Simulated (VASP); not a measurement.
Consider the following.

```xyz
5
Lattice="1.9528 -3.3823 0.0000 1.9528 3.3823 0.0000 0.0000 0.0000 6.0724" Properties=species:S:1:pos:R:3 pbc="T T T"
La     1.9528     1.1274     1.4944
La     1.9528    -1.1274     4.5780
O      0.0000     0.0000     6.0724
O      1.9528     1.1274     3.9217
O      1.9528    -1.1274     2.1506
```

Calculation: AM05 GGA, VASP's PBE PAW potentials (set 64) (plane waves; VASP). Settings: 520 eV cut-off, 7×7×4 Γ-centred mesh, tetrahedra with Blöchl corrections, potentials La O.

The cores are frozen, which limits the accuracy of field gradients.

Q: Give the principal components of the electric field gradient (V/Å²) and the asymmetry η at each nucleus.

A: 
```csv
atom,Vxx,Vyy,Vzz,η
La1,-57.7,-57.7,115.4,0.00
La2,-57.7,-57.7,115.4,0.00
O3,4.3,4.3,-8.5,0.00
O4,-4.7,-4.7,9.3,0.00
O5,-4.7,-4.7,9.3,0.00
```

The compound is La2O3 in the a-type structure. It was relaxed first.
